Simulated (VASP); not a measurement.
All values below come from PBE GGA, VASP's PBE PAW potentials (set 64) (plane waves; VASP).

VASP ran on this input.

### KPOINTS
```
Automatic mesh
0
Gamma
9 9 5
0 0 0
```

File POSCAR:
```
Tm
1
    1.8054000000    -3.1270450000     0.0000000000
    1.8054000000     3.1270450000     0.0000000000
    0.0000000000     0.0000000000     5.6610000000
Tm
2
Direct
  0.3333330000   0.6666670000   0.2500000000
  0.6666670000   0.3333330000   0.7500000000
```

INCAR:
```
! general
SYSTEM =Tm
PREC   =Accurate
ENCUT  =400
LREAL  =.FALSE.
LASPH  =.TRUE.

! electronic loop
EDIFF  =1E-6
NELM   =100
ALGO   =Normal
LMAXMIX=6

! smearing
ISMEAR =1
SIGMA  =0.1

! functional
GGA    =PE

! ions
ISIF   =2

! output
LWAVE  =.FALSE.
LCHARG =.FALSE.
```

POTCAR, in this order: Tm_3 (PBE.64 set). Program: vasp_std.

Output

### OSZICAR
```
       N       E                     dE             d eps       ncg     rms          rms(c)
DAV:   1     0.524586259266E+02    0.52459E+02   -0.75362E+03   944   0.109E+03
DAV:   2    -0.497740329822E+01   -0.57436E+02   -0.56048E+02   999   0.339E+02
DAV:   3    -0.883753073527E+01   -0.38601E+01   -0.35743E+01  1530   0.549E+01
DAV:   4    -0.893023371374E+01   -0.92703E-01   -0.89854E-01  1487   0.722E+00
DAV:   5    -0.893151062164E+01   -0.12769E-02   -0.12762E-02  1336   0.787E-01    0.228E+01
DAV:   6    -0.891869390967E+01    0.12817E-01   -0.37784E-02  1477   0.224E+00    0.135E+01
DAV:   7    -0.892754137694E+01   -0.88475E-02   -0.66879E-02  1423   0.292E+00    0.364E-01
DAV:   8    -0.892726654884E+01    0.27483E-03   -0.39699E-03  1216   0.556E-01    0.806E-02
DAV:   9    -0.892728979480E+01   -0.23246E-04   -0.28165E-04  1538   0.176E-01    0.322E-02
DAV:  10    -0.892728183452E+01    0.79603E-05   -0.35992E-05  1349   0.538E-02    0.427E-02
DAV:  11    -0.892728252108E+01   -0.68656E-06   -0.39474E-06  1136   0.190E-02
   1 F= -.89272825E+01 E0= -.89268486E+01  d E =-.130165E-02
```

File OUTCAR:
```
------------------------ aborting loop because EDIFF is reached ----------------------------------------
  FORCE on cell =-STRESS in cart. coord.  units (eV):
  Direction    XX          YY          ZZ          XY          YZ          ZX
  --------------------------------------------------------------------------------------
  Total       -0.7791882     -0.7791884     -0.9673961      0.0000000     -0.0000000      0.0000000
  in kB      -19.5308985    -19.5309044    -24.2484609      0.0000000     -0.0000000      0.0000000
  external PRESSURE =     -21.1034213 kB  Pullay stress =       0.0000000 kB
  volume of cell :       63.92
      direct lattice vectors                 reciprocal lattice vectors
     1.805400000 -3.127045000  0.000000000     0.276946937 -0.159895364  0.000000000
     1.805400000  3.127045000  0.000000000     0.276946937  0.159895364  0.000000000
     0.000000000  0.000000000  5.661000000     0.000000000  0.000000000  0.176647235
 POSITION                                       TOTAL-FORCE (eV/Angst)
 -----------------------------------------------------------------------------------
      1.80540      1.04235      1.41525         0.000000     -0.000000      0.000000
      1.80540     -1.04235      4.24575        -0.000000      0.000000      0.000000
 -----------------------------------------------------------------------------------
    total drift:                               -0.000002      0.000074     -0.000012
  FREE ENERGIE OF THE ION-ELECTRON SYSTEM (eV)
  ---------------------------------------------------
  free  energy   TOTEN  =        -8.9272825211 eV

  energy  without entropy=       -8.9259808707  energy(sigma->0) =       -8.92684864
```
(Selected blocks of OUTCAR.)

The 4f electrons are frozen in the core of the lanthanide potential, so 4f levels, which can set the real gap, and their magnetism are missing.

The compound is Tm in the hcp structure. The cell was not relaxed at this level.
